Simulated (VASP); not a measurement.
Given:

```xyz
2
Lattice="0.0000 2.8353 2.8353 2.8353 0.0000 2.8353 2.8353 2.8353 0.0000" Properties=species:S:1:pos:R:3 pbc="T T T"
Ga     0.0000     0.0000     0.0000
As     1.4177     1.4177     1.4177
```

Calculation: AM05 GGA, VASP's PBE PAW potentials (set 64) (plane waves; VASP). Run with 520 eV cut-off, 9×9×9 Γ-centred mesh, tetrahedra with Blöchl corrections, potentials Ga_d As.

### Question
Estimate the energy per atom (σ→0), band gap (on the k-mesh) with the smallest direct gap where there is one.

### Answer

```yaml
band gap (on the k-mesh): 0.45 eV
smallest direct gap (on the k-mesh): 0.45 eV
energy per atom (σ→0): -4.300 eV/atom
```

Total energies compare only between runs with the same potentials, cut-off and functional.

The compound is GaAs in the zinc blende structure. It was relaxed first.
